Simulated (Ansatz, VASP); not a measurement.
**GaSb: VASP beside Ansatz**

One calculation is typed for both programs; each brings its own data sets. How far apart do they land? The structure shown is the end of the Ansatz relaxation below.

Main program and level: Ansatz 0.2.0; plane waves, with VASP 6.6.1 beside it; single point at r2SCAN.

## (1) Starting point

Symmetry: F-43m, No. 216, cubic system. The conventional cell has a = 5.922 Å, b = 5.922 Å, c = 5.922 Å, α = 90.00°, β = 90.00°, γ = 90.00°. Ga has 4 Sb at 2.56 Å nearest. Nearest to Sb lie 4 Ga at 2.56 Å. Farther neighbours are not listed.

## (2) Ansatz: relaxation, r2SCAN

Ansatz runs on its PAW soft_1 files.

This run makes the geometry at which the two programs are then compared.

input.yaml

```yaml
crystal:
  lattice:
    - [-0.0001123235, 2.9610905367, 2.9610905367]
    - [2.9610905367, -0.0001123235, 2.9610905367]
    - [2.9610905367, 2.9610905367, -0.0001123235]
  atoms:
    - { symbol: Ga, position: [2.1558e-06, 2.1558e-06, 2.1558e-06] }
    - { symbol: Sb, position: [0.7499978442, 0.7499978442, 0.7499978442] }
kpoints:
  mp_grid: { grid: [12, 12, 12], shift: [0.5, 0.5, 0.5] }
hamiltonian:
  xc: r2scan
  pseudopotentials: { kind: paw, azcp: { folder: soft_1 } }
scf:
  occupations: { method: gaussian, width: 0.02 }
output:
  forces: true
  stress: true
  eigenvalues: true
relax:
  adjacent_minimum: "off"
  f_tol: 0.001
  max_steps: 60
  cell: { stress_tol: 0.01, fix: [volume] }
```

Run with:

```console
$ ansatz run input.yaml --threads 4 --pin off --max-ram 10240MiB --backend cpu --events-out ev --progress --plain --runs-dir out
```

Numbers of over 12 decimals in the logs are rounded to 6 here.

Output:

```text
Engine: ansatz 0.2.0, x86_64-unknown-linux-gnu
Pseudopotentials: kind: paw
Pseudopotential: Ga, paw, valence charge 13, recommended cutoff 500 eV (meta_gga), soft_1/Ga.paw.azcp
Pseudopotential: Sb, paw, valence charge 15, recommended cutoff 500 eV (meta_gga), soft_1/Sb.paw.azcp
Functional definition: r2SCAN
  parameter k0 = 0.174
  parameter k1 = 0.065
  parameter a1 = 4.9479
  exchange = r2scan_x(k0 = k0, k1 = k1, a1 = a1)
  correlation = r2scan_c
Crystal: 2 atoms, lattice volume = 51.929 Å³
Basis set: ecut = 500 eV, 1363 PW (Γ), exchange–correlation on 128×128×128 points (64 copies of the dense FFT grid, shifted against one another)
Bands: 18, of which v1, the nominal top of the filled ones, is band 14 counted from 1 (13 counted from 0)
Symmetry: 6 space group operations
Space group: R3m (ITA 160), of the structure as read, at distance tolerance 3.7e-5 Å
k-points: 182 of 1728 (time reversal used)
Non-local potential: Ga, projectors of the file, l = 0: 2, l = 1: 2, l = 2: 3, l = 3: 1
Non-local potential: Sb, projectors of the file, l = 0: 2, l = 1: 2, l = 2: 2, l = 3: 1
PAW form: soft (Blöchl's): semilocal exchange-correlation on the pseudo side does not see the compensation charge
PAW frozen core: Ga, regenerated for the run's functional (the file was generated under x = pbe(κ = 0.804, μ = 0.219515), c = pbe(β = 0.066725))
PAW frozen core: Sb, regenerated for the run's functional (the file was generated under x = pbe(κ = 0.804, μ = 0.219515), c = pbe(β = 0.066725))
PAW one-centre angular grid: Ga, 590 points (default); XC on 160 Gauss nodes
PAW one-centre angular grid: Sb, 590 points (default); XC on 160 Gauss nodes
Initial density: superposition of atomic densities (chi_scale 0.1, normalization cell, long waves kept (reshape's long-wave potential 0.00 eV rms))
Initial wavefunctions: pseudopotential atomic-orbital guess
Functional: x = r2scan, c = r2scan; τ floored in thin density (d = 2e-4 eV/Å³)
iter 1 solved again at ethr=1.82e-3 eV; its pass at ethr=3.10e-3 eV (dr2=5.11e-1 eV) is discarded
SCF iter   1: F=—  HF=-10289.759902 eV  |F-HF|=—  |Δ(HF+E_count)|=         —  Δρ=3.90e-2  dr2=5.10e-1  dr2_τ=7.28e-3  ethr=1.82e-3  ⟨swp⟩=1.0  Hψ=22659  notcnv=0
preconditioner: auto → none  [insulator: Δε(μ)=0.826 eV  Ē_g=16.044 eV  σ=0.020 eV  W_gap=1.00  n_scr=14 (ndim 8)  ℏωp=21.9 eV  f_vac=0.000  D(μ)=0.00/eV (n_scr^D=0)  ε∞_Penn≈2.9]
SCF iter   2: F=—  HF=-10289.798845 eV  |F-HF|=—  |Δ(HF+E_count)|=   3.89e-2  Δρ=1.80e-2  dr2=8.91e-2  dr2_τ=9.47e-4  ethr=1.82e-3  ⟨swp⟩=2.6  Hψ=5133  notcnv=0
SCF iter   3: F=—  HF=-10289.833954 eV  |F-HF|=—  |Δ(HF+E_count)|=   3.51e-2  Δρ=7.76e-3  dr2=2.20e-2  dr2_τ=1.44e-4  ethr=3.18e-4  ⟨swp⟩=2.6  Hψ=5863  notcnv=0
SCF iter   4: F=—  HF=-10289.823959 eV  |F-HF|=—  |Δ(HF+E_count)|=   9.99e-3  Δρ=8.38e-4  dr2=1.67e-4  dr2_τ=6.17e-6  ethr=7.86e-5  ⟨swp⟩=3.0  Hψ=6683  notcnv=0
SCF iter   5: F=—  HF=-10289.824037 eV  |F-HF|=—  |Δ(HF+E_count)|=   7.80e-5  Δρ=3.82e-4  dr2=2.54e-5  dr2_τ=5.50e-7  ethr=5.95e-7  ⟨swp⟩=2.2  Hψ=5834  notcnv=0
SCF iter   6: F=—  HF=-10289.824049 eV  |F-HF|=—  |Δ(HF+E_count)|=   1.18e-5  Δρ=3.90e-5  dr2=4.47e-7  dr2_τ=1.07e-8  ethr=9.08e-8  ⟨swp⟩=2.9  Hψ=5788  notcnv=0
SCF iter   7: F=-10289.824049 eV  HF=-10289.824049 eV  |F-HF|=2.09e-8  |Δ(HF+E_count)|=   1.87e-7  Δρ=9.02e-6  dr2=2.05e-8  dr2_τ=5.53e-10  ethr=3.57e-10  ⟨swp⟩=7.0  Hψ=17264  notcnv=0
SCF 1 converged in 7 iterations: F = -10289.824049 eV  dr2 = 2.05e-8
  greatest PAW one-centre occupation: 0.994 electrons in one spin orbital (limit 2), on the Sb atom at site 1 (counted from 0), in its partial waves of l = 2
relax step   1: F+E_penalty+E_count = -10289.82404908 eV  Δ(F+E_penalty+E_count) = +0.000e0 eV  max|allowed force component| = 4.870e-4 eV/Å  Δτ_max = 0.0000 Å  P = +7.154 GPa  Ω = 51.929 Å³  fix = [volume]  reactions: volume +7.154 GPa  (7 SCF iters, dr2 threshold 1.00e-7 eV, accepted)
Initial density: handed on by an earlier stage of this run
Initial wavefunctions: pseudopotential atomic-orbital guess (no wavefunctions were taken with the density)
iter 1 solved again at ethr=4.38e-7 eV; its pass at ethr=3.10e-3 eV (dr2=1.23e-4 eV) is discarded
SCF iter   1: F=—  HF=-10289.824050 eV  |F-HF|=—  |Δ(HF+E_count)|=         —  Δρ=9.60e-6  dr2=2.39e-8  dr2_τ=5.01e-10  ethr=4.38e-7  ⟨swp⟩=3.0  Hψ=27123  notcnv=0
eigensolver tolerance schedule: the retry pair's looser diagonalisation over-reported the residual by 5132.67 of it (diagonalisation noise at 2.64 of the residual, at the tolerance the schedule requests for it); recorded, not acted on — ethr = c·dr2/N_el stays at c = 1.0e-1
preconditioner: auto → none  [insulator: Δε(μ)=0.996 eV  Ē_g=15.683 eV  σ=0.020 eV  W_gap=1.00  n_scr=14 (ndim 8)  ℏωp=21.9 eV  f_vac=0.060  D(μ)=0.00/eV (n_scr^D=0)  ε∞_Penn≈2.9]
SCF iter   2: F=—  HF=-10289.824049 eV  |F-HF|=—  |Δ(HF+E_count)|=   8.44e-7  Δρ=4.48e-6  dr2=5.18e-9  dr2_τ=2.23e-10  ethr=8.53e-11  ⟨swp⟩=3.0  Hψ=6849  notcnv=0
SCF iter   3: F=—  HF=-10289.824049 eV  |F-HF|=—  |Δ(HF+E_count)|=   7.93e-9  Δρ=1.56e-6  dr2=8.39e-10  dr2_τ=1.29e-11  ethr=1.85e-11  ⟨swp⟩=2.0  Hψ=4914  notcnv=0
SCF iter   4: F=—  HF=-10289.824049 eV  |F-HF|=—  |Δ(HF+E_count)|=  8.37e-11  Δρ=3.47e-7  dr2=4.57e-11  dr2_τ=2.18e-12  ethr=3.00e-12  ⟨swp⟩=2.0  Hψ=5824  notcnv=0
SCF iter   5: F=—  HF=-10289.824049 eV  |F-HF|=—  |Δ(HF+E_count)|=  3.46e-11  Δρ=1.90e-7  dr2=6.87e-12  dr2_τ=8.90e-14  ethr=1.63e-13 (applied; sched 1.00e-12)  ⟨swp⟩=3.0  Hψ=5824  notcnv=0
SCF iter   6: F=-10289.824049 eV  HF=-10289.824049 eV  |F-HF|=1.09e-11  |Δ(HF+E_count)|=  9.09e-12  Δρ=3.51e-8  dr2=3.22e-13  dr2_τ=7.33e-15  ethr=1.00e-12  ⟨swp⟩=4.0  Hψ=14902  notcnv=0
SCF 2 converged in 6 iterations: F = -10289.824049 eV  dr2 = 3.22e-13
relax step   2: F+E_penalty+E_count = -10289.82404908 eV  Δ(F+E_penalty+E_count) = -4.620e-9 eV  max|allowed force component| = 4.869e-4 eV/Å  Δτ_max = 0.0000 Å  P = +7.154 GPa  Ω = 51.929 Å³  fix = [volume]  reactions: volume +7.154 GPa  stress off target by 3.93e-3 GPa on what of the cell is left free  SCF on the basis re-selected at this cell (its energy is not comparable with the rows above)  (6 SCF iters)
basis re-selected at this cell: Δ(F+E_penalty+E_count) = -4.620e-9 eV, ΔP = -0.000 GPa vs the last step (what re-selecting the basis moved, of the pressure what is left beyond the Pulay correction that the steps carried, after the strain that the cell walked since its last selection, with what the two solves' SCF thresholds leave and, on support functions, any second-order correction that the steps lacked; it is no m [...]
SCF converged after 6 iterations
Free energy (F): -10289.824049 eV
Harris-Foulkes:  -10289.824049 eV  (|F-HF|=1.09e-11)
Internal energy: -10289.824049 eV  (E = F + TS)
E sigma→0 (E₀):  -10289.824049 eV
Fermi energy:    9.451013 eV
--- Per-component energies (eV) ---
  E_band       = -245.075254
  E_kinetic    = 276.629885
  E_local      = -3250.595905  (includes V_loc(G=0)·N_el)
  E_nonlocal   = 300.310437
  E_hartree    = 1683.934509
  E_xc         = -148.535843
  E_vxc        = -153.447046  (∫ρ·V_xc dr)
  E_paw        = -6575.087646  (= ΣΔE_a)
  E_vpaw       = -794.524636  (= ΣTr[D̂ρ^β])
  E_aug_tail   = 0.000079  (compensation charges beyond the density's cutoff)
  E_vtau       = 8.682903  (kinetic-family band-sum trace: ∫τ·v_τ [+ j·A + Jᵃ·Aᵃ] dr)
  E_ewald      = -2576.332557
  E_core_change = -0.147008  (= ΣΔE_core)
  E_smearing   = -0.000000  (= −TS)
  E_closure    = 0.000000  (closes the sum)
  Σ components = -10289.824049   (vs F -10289.824049, Δ=0.00e0)
--- Forces (eV/Å), atoms counted from 1 ---
  atom   1  Ga     0.00048691     0.00048691     0.00048691
  atom   2  Sb    -0.00048691    -0.00048691    -0.00048691
  max |Σ_I F_I| component: 7.01e-10 eV/Å
--- Stress (GPa, compression-positive) ---
        7.153656       0.001965       0.001965
        0.001965       7.153656       0.001965
        0.001965       0.001965       7.153656
  P = ⅓ Tr σ = 7.1537 GPa (71.537 kbar)
--- Band table (eV; the first three rows and the last of 182) ---
  k-point 0: bands = [... 10 lower, -3.6630, 8.5995, 8.9531, 8.9531, 10.4819, 12.0004, 12.0004, 12.0420]
  k-point 1: bands = [... 10 lower, -3.5500, 7.5122, 8.5171, 8.8834, 10.8869, 12.1066, 12.2430, 12.7786]
  k-point 2: bands = [... 10 lower, -3.2732, 5.9460, 8.1012, 8.5779, 10.7747, 12.4952, 12.7876, 13.9928]
  k-point 181: bands = [... 10 lower, -1.6290, 1.9233, 6.9394, 7.4967, 10.5426, 12.8815, 13.2691, 16.3009]
--- Relaxed structure (1 steps of the walk, 1 accepted, 1 SCFs on fresh bases) ---
  F+E_penalty+E_count = -10289.82404908 eV   max|allowed force component| = 4.869e-4 eV/Å   (the final SCF, on the basis selected at the relaxed cell)
  cell:  # Å, volume = 51.9290 Å³
    - [-0.0001123235, 2.9610905367, 2.9610905367]
    - [2.9610905367, -0.0001123235, 2.9610905367]
    - [2.9610905367, 2.9610905367, -0.0001123235]
  atoms:
    - { symbol: Ga, position: [2.1558e-6, 2.1558e-6, 2.1558e-6] }
    - { symbol: Sb, position: [0.749998, 0.749998, 0.749998] }
```

The column dr2 measures how far the density is from self-consistency, as an energy; F and HF (Harris–Foulkes) agree once it is small.

(Part 1 of 3 ends here.)

[Lines on the potential files, build, host, timing and source positions are cut from VASP's logs without a mark.]

[Logs are printed without paths, hosts, clocks, repeated set-up lines and the standing remarks that a program may print on its own settings, such as how far it seeks lower states.]

[Hosts, paths, dates, database ids (printed as entryN), source tags and the programs' standing remarks are cut or masked in the printed files.]
